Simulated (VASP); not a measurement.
A VASP calculation is set up with these files.

INCAR:
```
SYSTEM = Ag
PREC = Accurate
ENCUT = 400
EDIFF = 1E-6
NELM = 100
ALGO = Normal
LREAL = .FALSE.
LASPH = .TRUE.
ISMEAR = 1
SIGMA = 0.1
GGA = PE
LMAXMIX = 4
LWAVE = .FALSE.
LCHARG = .FALSE.
ISIF = 2
```

### POSCAR
```
Ag
1
    0.0000000000     2.0450311654     2.0449629095
    2.0450039258     0.0000000000     2.0450367191
    2.0450162715     2.0449739829     0.0000000000
Ag
1
Direct
  0.0000000000   0.0000000000   0.0000000000
```

KPOINTS:
```
Automatic mesh
0
Gamma
12 12 12
0 0 0
```

POTCAR, in this order: Ag (PBE.64 set). Program: vasp_std.

Q: One choice in this input is risky. Which, and does it do harm here?

A: The risk: the lattice vectors carry noise near SYMPREC. Here it does no harm: the run (PBE GGA, plane waves, VASP's PBE PAW potentials (set 64)) converges to the same energy and pressure as with the safe setting.
### OSZICAR
```
       N       E                     dE             d eps       ncg     rms          rms(c)
DAV:   1     0.355525522248E+02    0.35553E+02   -0.49367E+03  1400   0.879E+02
DAV:   2    -0.264040270348E+01   -0.38193E+02   -0.36023E+02  1321   0.181E+02
DAV:   3    -0.295758895442E+01   -0.31719E+00   -0.31713E+00  1550   0.195E+01
DAV:   4    -0.295831898615E+01   -0.73003E-03   -0.73001E-03  1479   0.847E-01
DAV:   5    -0.295832420152E+01   -0.52154E-05   -0.52157E-05  1414   0.636E-02    0.519E+00
DAV:   6    -0.271404675450E+01    0.24428E+00   -0.11601E+00  1317   0.117E+01    0.340E+00
DAV:   7    -0.270609051559E+01    0.79562E-02   -0.85712E-03  1414   0.100E+00    0.191E+00
DAV:   8    -0.270311708466E+01    0.29734E-02   -0.66358E-04  1349   0.244E-01    0.672E-02
DAV:   9    -0.270312651776E+01   -0.94331E-05   -0.77569E-06  1528   0.269E-02    0.135E-02
DAV:  10    -0.270313250939E+01   -0.59916E-05   -0.35192E-06  1410   0.230E-02    0.530E-03
DAV:  11    -0.270313220511E+01    0.30428E-06   -0.95876E-08   695   0.340E-03
   1 F= -.27031322E+01 E0= -.27029640E+01  d E =-.504702E-03
```

The compound is Ag in the fcc structure. The cell was not relaxed at this level.
